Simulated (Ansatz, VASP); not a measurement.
## SiW: VASP beside Ansatz

Wanted: the spread between two codes on one cell, functional and k mesh. The cell is invented: As first built, before any earlier steps moved the atoms (in the runner's words): it takes the WC structure with some of its atoms replaced by other elements, volume scaled by an estimate. It may not be a known or stable phase. The cell is taken from a series of VASP runs on this material, whose earlier steps may have relaxed, scaled or displaced it; both programs get it as it stands. Other levels of theory on this material are compared in a session of their own.

Calculated with Ansatz 0.2.0; plane waves, with VASP 6.6.1 beside it; band structure at PBE, band structure at PBEsol and band structure at PBE, spin-orbit coupling.

### 1. Set-up

Symmetry: P-6m2, No. 187, hexagonal system. The conventional cell has a = 3.146 Å, b = 3.146 Å, c = 3.500 Å, α = 90.00°, β = 90.00°, γ = 120.00°. W has 6 Si at 2.52 Å nearest. Si has 6 W at 2.52 Å nearest. As first built, before any earlier steps moved the atoms (in the runner's words): sites of the WC structure (space group 187) filled with other elements, volume scaled by an estimate. Farther neighbours are not listed.

### 2. VASP: band structure, PBE

With cell and atoms fixed, the geometry can't cause a difference; cores, projectors, grids and the points listed under the comparison can.

Lines of VASP's logs that name or quote its potential files are left out, and so is its time.

The input, INCAR:

```
SYSTEM = SiW
PREC = Accurate
ENCUT = 400
EDIFF = 1E-06
NELM = 100
ISMEAR = 0
SIGMA = 0.02
LREAL = .FALSE.
ALGO = Normal
GGA = PE
LORBIT = 11
LWAVE = .FALSE.
LCHARG = .FALSE.
KPAR = 4
```

The input, POSCAR:

```
SiW
1.0
    3.1462339355     -0.0000000082      0.0000000000
   -1.5731174854      2.7247182678      0.0000000000
    0.0000000000      0.0000000000      3.4999919662
W Si
1 1
Direct
    0.0000000000      0.0000000000      0.0000000000
    0.6666666700      0.3333333300      0.5000000000
```

The input, KPOINTS:

```
Automatic mesh
0
Gamma
5 5 4
0 0 0
```

The input, KPOINTS_OPT:

```
Line mode
16
Line-mode
Reciprocal
  0.00000000   0.00000000   0.00000000 GAMMA
  0.50000000   0.00000000   0.00000000 M

  0.50000000   0.00000000   0.00000000 M
  0.33333333   0.33333333   0.00000000 K

  0.33333333   0.33333333   0.00000000 K
  0.00000000   0.00000000   0.00000000 GAMMA

  0.00000000   0.00000000   0.00000000 GAMMA
  0.00000000   0.00000000   0.50000000 A

  0.00000000   0.00000000   0.50000000 A
  0.50000000   0.00000000   0.50000000 L

  0.50000000   0.00000000   0.50000000 L
  0.33333333   0.33333333   0.50000000 H

  0.33333333   0.33333333   0.50000000 H
  0.00000000   0.00000000   0.50000000 A

  0.50000000   0.00000000   0.50000000 L
  0.50000000   0.00000000   0.00000000 M

  0.33333333   0.33333333   0.00000000 K
  0.33333333   0.33333333   0.50000000 H
```

PAW data sets: W and Si (PBE family, release 64).

Command:

```bash
mpirun -np 4 vasp_std
```

Numbers of over 12 decimals in the logs are rounded to 6 here.

Log:

```text
[banner, memory and clock lines left out]
running    4 mpi-ranks, on    1 nodes
 distrk:  each k-point on    1 cores,    4 groups
 distr:  one band on    1 cores,    1 groups

 POSCAR found type information on POSCAR W Si
 POSCAR found :  2 types and       2 ions
 LDA part: xc-table for (Slater+PW92), standard interpolation
 POSCAR, INCAR and KPOINTS ok, starting setup
 FFT: planning ... GRIDC
 FFT: planning ... GRID_SOFT
 FFT: planning ... GRID
 WAVECAR not read
 entering main loop
       N       E                     dE             d eps       ncg     rms          rms(c)
DAV:   1     0.110665485864E+02    0.11067E+02   -0.39542E+03   286   0.769E+02
DAV:   2    -0.188328137822E+02   -0.29899E+02   -0.29000E+02   390   0.160E+02
DAV:   3    -0.196480117976E+02   -0.81520E+00   -0.77616E+00   327   0.217E+01
DAV:   4    -0.196541040900E+02   -0.60923E-02   -0.60906E-02   409   0.216E+00
DAV:   5    -0.196541226795E+02   -0.18589E-04   -0.18588E-04   346   0.803E-02    0.227E+01
DAV:   6    -0.186446656372E+02    0.10095E+01   -0.37792E+00   368   0.121E+01    0.871E+00
DAV:   7    -0.185638735247E+02    0.80792E-01   -0.16858E-01   351   0.313E+00    0.340E+00
DAV:   8    -0.185471289774E+02    0.16745E-01   -0.47546E-02   286   0.118E+00    0.323E-01
DAV:   9    -0.185459433054E+02    0.11857E-02   -0.76852E-03   354   0.601E-01    0.159E-01
DAV:  10    -0.185458579125E+02    0.85393E-04   -0.38113E-04   320   0.145E-01    0.857E-02
DAV:  11    -0.185458594855E+02   -0.15730E-05   -0.59503E-05   360   0.486E-02    0.188E-02
DAV:  12    -0.185458572095E+02    0.22760E-05   -0.66531E-06   303   0.166E-02    0.764E-03
DAV:  13    -0.185458568489E+02    0.36064E-06   -0.36986E-07   148   0.499E-03
   1 F= -.18545857E+02 E0= -.18545501E+02  d E =-.712260E-03
 Start KPOINTS_OPT (optional k-point list driver)
k-point batch [1-15\144]
       N       E                     dE             ncg
DAV:   1     0.123272804604E+04   -0.10389E+04      270
DAV:   2     0.692260161680E+03   -0.54047E+03      379
DAV:   3     0.674051122084E+03   -0.18209E+02      357
DAV:   4     0.673844820425E+03   -0.20630E+00      396
DAV:   5     0.673843090259E+03   -0.17302E-02      364
DAV:   6     0.673843060090E+03   -0.30169E-04      371
DAV:   7     0.673843059223E+03   -0.86625E-06      374
[...]
k-point batch [136-144\144]
       N       E                     dE             ncg
DAV:   1     0.284829575874E+04   -0.30976E+04      170
DAV:   2     0.259172812044E+04   -0.25657E+03      190
DAV:   3     0.258479854142E+04   -0.69296E+01      221
DAV:   4     0.258473824492E+04   -0.60297E-01      243
DAV:   5     0.258473817472E+04   -0.70199E-04      230
DAV:   6     0.258473817449E+04   -0.22753E-06      249
```

From OUTCAR (step 2):

```text
ion  position               nearest neighbor table
   1  0.000  0.000  0.000-   2 2.52   2 2.52   2 2.52   2 2.52   2 2.52   2 2.52
   2  0.667  0.333  0.500-   1 2.52   1 2.52   1 2.52   1 2.52   1 2.52   1 2.52

  LATTYP: Found a hexagonal cell.
 ALAT       =     3.1462339355
 C/A-ratio  =     1.1124385656

 Subroutine GETGRP returns: Found 12 space group operations
 (whereof 12 operations were pure point group operations)

The static configuration has the point symmetry D_3h.

 Found     15 irreducible k-points:

   k-points           NKPTS =     15   k-points in BZ     NKDIM =     15   number of bands    NBANDS=      9

   dimension x,y,z NGX =    24 NGY =   24 NGZ =   24
   dimension x,y,z NGXF=    48 NGYF=   48 NGZF=   48

   ENCUT  =  400.0 eV  29.40 Ry    5.42 a.u.   5.13  5.13  5.71*2*pi/ulx,y,z

   NELECT =      10.0000    total number of electrons

 k-points in reciprocal lattice and weights: Automatic mesh
   0.00000000  0.00000000  0.00000000       0.010
   0.20000000  0.00000000  0.00000000       0.060
   0.40000000 -0.00000000  0.00000000       0.060
   0.20000000  0.20000000  0.00000000       0.060
   0.40000000  0.20000000  0.00000000       0.060
   0.00000000  0.00000000  0.25000000       0.020
   0.20000000  0.00000000  0.25000000       0.120
   0.40000000 -0.00000000  0.25000000       0.120
   0.20000000  0.20000000  0.25000000       0.120
[...]
0.20000000  0.20000000  0.50000000       0.060
   0.40000000  0.20000000  0.50000000       0.060

 average (electrostatic) potential at core
       1 -37.0209       2 -80.4954

 E-fermi :   8.5224

 k-point     1 :       0.0000    0.0000    0.0000
  band No.  band energies     occupation
      1      -3.6286      2.00000
      2       4.4963      2.00000
      3       6.9266      2.00000
      4       6.9266      2.00000
      5       8.5627      0.00443
      6       9.6535      0.00000
      7       9.6535      0.00000
      8      15.4452      0.00000
      9      15.4452      0.00000

 k-point     2 :       0.2000    0.0000    0.0000
  band No.  band energies     occupation
      1      -2.7503      2.00000
      2       4.8238      2.00000
      3       5.9171      2.00000
      4       6.5613      2.00000
      5       7.7814      2.00000
      6       9.2927      0.00000
      7      12.1638      0.00000
      8      12.2114      0.00000
      9      13.9027      0.00000

 k-point     3 :       0.4000   -0.0000    0.0000
  band No.  band energies     occupation
      1      -0.5469      2.00000
      2       3.1532      2.00000
      3       5.2297      2.00000
      4       5.4094      2.00000
      5       8.7797      0.00000
      6       9.7304      0.00000
      7      11.8189      0.00000
      8      12.2310      0.00000
      9      13.9359      0.00000

  Total        0.0365085      0.0365085      0.2577393     -0.0000000      0.0000000      0.0000000
  in kB        1.9495059      1.9495055     13.7629515     -0.0000004      0.0000000      0.0000000
  external PRESSURE =       5.8873210 kB  Pullay stress =       0.0000000 kB

  energy-cutoff  :      400.00
  volume of cell :       30.00
      direct lattice vectors                 reciprocal lattice vectors
     3.146233936 -0.000000008  0.000000000     0.317840320  0.183505271  0.000000000
    -1.573117485  2.724718268  0.000000000     0.000000001  0.367010422  0.000000000
     0.000000000  0.000000000  3.499991966     0.000000000  0.000000000  0.285714942

 POSITION                                       TOTAL-FORCE (eV/Angst)
 -----------------------------------------------------------------------------------
      0.00000      0.00000      0.00000         0.000000      0.000000      0.000000
      1.57312      0.90824      1.75000        -0.000000     -0.000000      0.000000
 -----------------------------------------------------------------------------------
    total drift:                               -0.000001      0.000001     -0.000000

  FREE ENERGIE OF THE ION-ELECTRON SYSTEM (eV)
  ---------------------------------------------------
  free  energy   TOTEN  =       -18.5458568489 eV

  energy  without entropy=      -18.5451445889  energy(sigma->0) =      -18.54550072

 total charge
# of ion       s       p       d       tot
------------------------------------------
    1        0.569   0.625   4.294   5.488
    2        0.763   0.956   0.000   1.719
--------------------------------------------------
tot          1.332   1.580   4.294   7.207

[... 3 further parts left out ...]
```

The run ends at a pressure of 0.59 GPa.

### 3. Ansatz: band structure, PBE

Ansatz runs on its default PAW (the set named soft_2) files.

The same cell, functional, mesh and smearing now go to Ansatz, which takes its cutoff from its data sets.

The input, input.yaml:

```yaml
crystal:
  lattice:
    - [3.1462339355, -8.2e-09, 0.0]
    - [-1.5731174854, 2.7247182678, 0.0]
    - [0.0, 0.0, 3.4999919662]
  atoms:
    - { symbol: W, position: [0.0, 0.0, 0.0] }
    - { symbol: Si, position: [0.66666667, 0.33333333, 0.5] }
hamiltonian:
  xc: pbe
  pseudopotentials: { kind: paw }
kpoints:
  mp_grid: { grid: [5, 5, 4] }
  band_path:
    path:
      - [0.0, 0.0, 0.0]
      - [0.13333, 0.0, 0.0]
      - [0.3, 0.0, 0.0]
      - [0.46667, 0.0, 0.0]
      - [0.46667, 0.06667, 0.0]
      - [0.41111, 0.17778, 0.0]
      - [0.35556, 0.28889, 0.0]
      - [0.28889, 0.28889, 0.0]
      - [0.17778, 0.17778, 0.0]
      - [0.06667, 0.06667, 0.0]
      - [0.0, 0.0, 0.03333]
      - [0.0, 0.0, 0.2]
      - [0.0, 0.0, 0.36667]
      - [0.0, 0.0, 0.5]
      - [0.16667, 0.0, 0.5]
      - [0.3, 0.0, 0.5]
      - [0.46667, 0.0, 0.5]
      - [0.46667, 0.06667, 0.5]
      - [0.41111, 0.17778, 0.5]
      - [0.35556, 0.28889, 0.5]
      - [0.28889, 0.28889, 0.5]
      - [0.17778, 0.17778, 0.5]
      - [0.06667, 0.06667, 0.5]
      - [0.5, 0.0, 0.46667]
      - [0.5, 0.0, 0.3]
      - [0.5, 0.0, 0.13333]
      - [0.33333, 0.33333, 0.0]
      - [0.33333, 0.33333, 0.16667]
      - [0.33333, 0.33333, 0.33333]
      - [0.33333, 0.33333, 0.5]
    npoints: 1
scf:
  occupations: { method: gaussian, width: 0.02 }
  n_extra_bands: 7
output:
  forces: true
  stress: true
  eigenvalues: true
```

Command:

```bash
ansatz run input.yaml --threads 2 --pin off --max-ram 4608MiB --backend cpu --events-out ev --progress --plain --runs-dir out
```

Log:

```text
Warning: the atoms were moved onto the symmetric positions of the space group found under crystal.symmetry.tolerance 1.0e-5 (fractional; no operation is sought that the atoms, as they stand in a round, miss by more than twice it, and no atom is moved by as much as it), and the run uses the moved positions. Before a round's move an operation carried an atom to 1.57e-8 Å from where it should land, the largest such dist [...]
scf.n_extra_bands = 7 over 9 filled bands (N_el = 18.0): the run solves 16 bands
Engine: ansatz 0.2.0, aarch64-unknown-linux-gnu
Pseudopotentials: kind: paw
Pseudopotential: W, paw, valence charge 14, recommended cutoff 420 eV (normal), W.paw.azcp
Pseudopotential: Si, paw, valence charge 4, recommended cutoff 420 eV (normal), Si.paw.azcp
Functional definition: PBE
  parameter kappa = 0.804
  parameter beta = 0.066725
  exchange = pbe_x(kappa = kappa, mu = beta*pi^2/3)
  correlation = pbe_c(beta = beta)
Crystal: 2 atoms, lattice volume = 30.004 Å³
Basis set: ecut = 420 eV, 563 PW (Γ), exchange–correlation on 48×48×48 points (8 copies of the dense FFT grid, shifted against one another)
Bands: 16, of which v1, the nominal top of the filled ones, is band 9 counted from 1 (8 counted from 0)
Symmetry: 12 space group operations
Space group: P-6m2 (ITA 187), of the structure as read, at distance tolerance 3.1e-5 Å
k-points: 15 of 100 (time reversal used)
Non-local potential: W, projectors of the file, l = 0: 3, l = 1: 2, l = 2: 2, l = 3: 1
Non-local potential: Si, projectors of the file, l = 0: 2, l = 1: 2, l = 2: 2
PAW form: soft (Blöchl's): semilocal exchange-correlation on the pseudo side does not see the compensation charge
PAW one-centre angular grid: W, 590 points (default); XC on 64 Gauss nodes
PAW one-centre angular grid: Si, 110 points (default); XC on 64 Gauss nodes
Initial density: superposition of atomic densities (neutral atoms: chi_scale 0, normalization atom), corrected by the library's trained network
Initial wavefunctions: pseudopotential atomic-orbital guess
Functional: x = pbe(κ = 0.804, μ = 0.219515), c = pbe(β = 0.066725)
SCF iter   1: F=—  HF=-11020.754118 eV  |F-HF|=—  |Δ(HF+E_count)|=         —  Δρ=7.10e-3  dr2=1.53e-2  ethr=1.77e-3  ⟨swp⟩=5.7  Hψ=1357  notcnv=0
preconditioner: auto → none  [insulator: Δε(μ)=0.033 eV  Ē_g=10.522 eV  σ=0.020 eV  W_gap=0.69  n_scr=8 (ndim 8)  ℏωp=21.4 eV  f_vac=0.000  D(μ)=2.38/eV (n_scr^D=22)  ε∞_Penn≈5.2]
SCF iter   2: F=—  HF=-11020.752269 eV  |F-HF|=—  |Δ(HF+E_count)|=   1.85e-3  Δρ=3.31e-3  dr2=3.36e-3  ethr=8.48e-5  ⟨swp⟩=2.0  Hψ=434  notcnv=0  defer=25
SCF iter   3: F=—  HF=-11020.752238 eV  |F-HF|=—  |Δ(HF+E_count)|=   3.06e-5  Δρ=1.11e-3  dr2=2.99e-4  ethr=1.87e-5  ⟨swp⟩=2.3  Hψ=310  notcnv=0  defer=25
SCF iter   4: F=—  HF=-11020.752188 eV  |F-HF|=—  |Δ(HF+E_count)|=   5.00e-5  Δρ=2.00e-4  dr2=7.11e-6  ethr=1.66e-6  ⟨swp⟩=2.5  Hψ=321  notcnv=0  defer=25
SCF iter   5: F=—  HF=-11020.752186 eV  |F-HF|=—  |Δ(HF+E_count)|=   1.88e-6  Δρ=3.92e-5  dr2=1.95e-7  ethr=3.95e-8  ⟨swp⟩=2.4  Hψ=303  notcnv=0  defer=25
SCF iter   6: F=-11020.752186 eV  HF=-11020.752186 eV  |F-HF|=5.47e-9  |Δ(HF+E_count)|=   1.00e-7  Δρ=6.48e-6  dr2=1.08e-8  ethr=5.56e-10  ⟨swp⟩=8.1  Hψ=1064  notcnv=0
SCF 1 converged in 6 iterations: F = -11020.752186 eV  dr2 = 1.08e-8
  greatest PAW one-centre occupation: 1.000 electrons in one spin orbital (limit 2), on the W atom at site 0 (counted from 0), in its partial waves of l = 0
NSCF: frozen V_eff on 30 k-points
SCF converged after 6 iterations
Free energy (F): -11020.752186 eV
Harris-Foulkes:  -11020.752186 eV  (|F-HF|=5.47e-9)
Internal energy: -11020.751521 eV  (E = F + TS)
E sigma→0 (E₀):  -11020.751854 eV
Entropy (-TS):   -0.000665 eV (-0.333 meV/atom)
Fermi energy:    16.635002 eV
--- Per-component energies (eV) ---
  E_band       = -118.710843
  E_kinetic    = 494.001252
  E_local      = -885.072065  (includes V_loc(G=0)·N_el)
  E_nonlocal   = 26.951565
  E_hartree    = 330.481839
  E_xc         = -323.637293
  E_vxc        = -287.580465  (∫ρ·V_xc dr)
  E_paw        = -9075.592262  (= ΣΔE_a)
  E_vpaw       = -127.975171  (= ΣTr[D̂ρ^β])
  E_aug_tail   = -0.000045  (compensation charges beyond the density's cutoff)
  E_ewald      = -1587.884513
  E_smearing   = -0.000665  (= −TS)
  E_closure    = -0.000000  (closes the sum)
  Σ components = -11020.752186   (vs F -11020.752186, Δ=0.00e0)
--- Forces (eV/Å), atoms counted from 1 ---
  atom   1  W      0.00000000     0.00000000     0.00000000
  atom   2  Si    -0.00000000     0.00000000     0.00000000
  max |Σ_I F_I| component: 1.62e-17 eV/Å
--- Stress (GPa, compression-positive) ---
        0.904706       0.000000       0.000000
        0.000000       0.904706       0.000000
        0.000000       0.000000       2.490999
  P = ⅓ Tr σ = 1.4335 GPa (14.335 kbar)
--- Band table (eV; the first three rows and the last of 15) ---
  k-point 0: bands = [... 5 lower, 12.6000, 15.0331, 15.0331, 16.6544, 17.7777, 17.7777, 23.5041, 23.5041, ... 3 higher]
  k-point 1: bands = [... 5 lower, 11.2788, 15.3041, 15.3041, 16.6325, 16.7614, 16.7614, 23.8480, 23.8480, ... 3 higher]
  k-point 2: bands = [... 5 lower, 8.7930, 15.6702, 15.6702, 15.9948, 15.9948, 17.3576, 22.8284, 22.8284, ... 3 higher]
  k-point 14: bands = [... 5 lower, 11.7134, 12.1599, 14.5015, 15.3218, 18.2535, 20.5314, 20.9885, 22.3848, ... 3 higher]
```

Run time: 2.5 s. Hardware: 2 threads of Arm Neoverse N1, shared host; peak memory 0.27 GiB.

Reading the cycles: dr2 is the Hartree energy of the density residual (eV), the measure of convergence; HF is the Harris–Foulkes estimate of the energy, which meets the free energy F at convergence.

### 4. Differences

Known differences besides the potentials themselves: the data sets hold 18 valence electrons in Ansatz (default PAW (the set named soft_2) files) and 10 in VASP; the cutoff is 420 eV in Ansatz and 400 eV in VASP; VASP leaves aspherical gradient terms in its spheres out (LASPH is not set), Ansatz keeps them. Total energies have different zeros and are not compared.

Compared:

```csv
quantity,Ansatz,VASP,difference
pressure (GPa),1.43,0.59,+0.84
```

Levels from 3 eV below to 2 eV above the Fermi level differ by 12 meV r.m.s. and 27 meV at most; each VASP level is matched to the nearest of Ansatz, which flatters the figure a little.

(Continued in part 2 of 2.)

[Lines on the potential files, build, host, timing and source positions are cut from VASP's logs without a mark.]

[Logs are printed without paths, hosts, clocks, repeated set-up lines and the standing remarks that a program may print on its own settings, such as how far it seeks lower states.]

[Hosts, paths, dates, database ids (printed as entryN), source tags and the programs' standing remarks are cut or masked in the printed files.]
